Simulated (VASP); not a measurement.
Consider the following.

```xyz
2
Lattice="2.9043 0.0000 0.0000 0.0000 2.9043 0.0000 0.0000 0.0000 2.9043" Properties=species:S:1:pos:R:3 pbc="T T T"
Cr     0.0000     0.0000     0.0000
Cr     1.4522     1.4522     1.4522
```
Starting moments (μB, in the order of the record's atoms Cr Cr): 1.5 -1.5.

Calculation: RPBE GGA, VASP's PBE PAW potentials (set 64) (plane waves; VASP). Settings: 520 eV cut-off, Gaussian smearing of 0.050 eV, potentials Cr_pv.

**Question.** Give the spin-up energies of bands 7 to 15 at the high-symmetry points, in eV from the Fermi level.

**Answer.** 
```
band      Γ      X      M      R
----  -----  -----  -----  -----
7     -7.63  -4.01  -4.19  -2.58
8     -3.92  -3.62  -4.02  -2.58
9     -3.92  -2.06  -2.23  -2.58
10    -0.87  -0.94  -2.23  -1.60
11    -0.87  -0.94   0.89  -1.60
12    -0.87  -0.93   0.98  -1.60
13     1.31  -0.01   0.98   0.94
14     1.31   0.50   1.06   0.94
15     2.64   0.50   1.46   2.29
```

**Question.** Give the spin-down energies of bands 7 to 15 at the high-symmetry points, in eV from the Fermi level.

**Answer.** 
| band | Γ | X | M | R |
|---|---|---|---|---|
| 7 | -7.63 | -4.01 | -4.19 | -2.58 |
| 8 | -3.92 | -3.62 | -4.02 | -2.58 |
| 9 | -3.92 | -2.06 | -2.23 | -2.58 |
| 10 | -0.87 | -0.94 | -2.23 | -1.60 |
| 11 | -0.87 | -0.94 | 0.89 | -1.60 |
| 12 | -0.87 | -0.93 | 0.98 | -1.60 |
| 13 | 1.31 | -0.01 | 0.98 | 0.94 |
| 14 | 1.31 | 0.50 | 1.06 | 0.94 |
| 15 | 2.64 | 0.50 | 1.46 | 2.29 |

It has no gap at this level: it comes out as a metal or semimetal.

The compound is Cr in the bcc, AFM order structure. It was relaxed first.
